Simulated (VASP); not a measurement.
An input for Quantum ESPRESSO's pw.x (written as the equivalent of a VASP run, and not itself run):

```
&CONTROL
  calculation = 'vc-relax'
  pseudo_dir = './pseudo'
  outdir = './out'
  tprnfor = .true.
  tstress = .true.
  nstep = 40
  forc_conv_thr = 0.00078
/
&SYSTEM
  ibrav = 0
  nat = 4
  ntyp = 2
  ecutwfc = 102
  occupations = 'smearing'
  smearing = 'gaussian'
  degauss = 0.003675
  input_dft = 'pbe'
/
&ELECTRONS
  conv_thr = 7.3e-08
  electron_maxstep = 100
/
&IONS
/
&CELL
  press = 50
/
ATOMIC_SPECIES
  Cd 112.414 Cd.upf
  Se 78.971 Se.upf
CELL_PARAMETERS angstrom
     2.1309353   -3.6908879    0.0000000
     2.1309353    3.6908879   -0.0000000
     0.0000000    0.0000000    6.9508203
ATOMIC_POSITIONS crystal
  Cd   0.6666670  0.3333330  0.5000210
  Cd   0.3333330  0.6666670  0.0000210
  Se   0.6666670  0.3333330  0.8759790
  Se   0.3333330  0.6666670  0.3759790
K_POINTS automatic
  6 6 3 0 0 0
```

Question: Write the VASP files for the same calculation (PBE).

Answer: One answer among several that fit: 
**KPOINTS**
```
Automatic mesh
0
Gamma
6 6 3
0 0 0
```

INCAR:
```
ALGO=Normal
EDIFF=1E-6
EDIFFG=-0.02
ENCUT=500
GGA=PE
IBRION=2
ISIF=3
ISMEAR=0
LASPH=.True.
LCHARG=.False.
LMAXMIX=4
LREAL=.False.
LWAVE=.False.
NELM=100
NSW=40
PREC=Accurate
PSTRESS=50
SIGMA=0.05
SYSTEM=CdSe
```

### POSCAR
```
CdSe
1
    2.1309352523    -3.6908878804     0.0000000000
    2.1309352523     3.6908878804    -0.0000000000
    0.0000000000     0.0000000000     6.9508202996
Cd Se
2 2
Direct
  0.6666670000   0.3333330000   0.5000209817
  0.3333330000   0.6666670000   0.0000209817
  0.6666670000   0.3333330000   0.8759790183
  0.3333330000   0.6666670000   0.3759790183
```

POTCAR, in this order: Cd Se (PBE.64 set). Program: vasp_std.

What does not carry over: the potentials are each code's own (VASP's PAW set, PseudoDojo norm-conserving files in pw.x), so ENCUT and ecutwfc are chosen apart and not converted; conv_thr bounds pw.x's estimated SCF error, while EDIFF bounds the energy change between steps; forc_conv_thr acts on force components and is met together with etot_conv_thr.

The compound is CdSe in the wurtzite structure. It was relaxed first under an external pressure of 5 GPa.
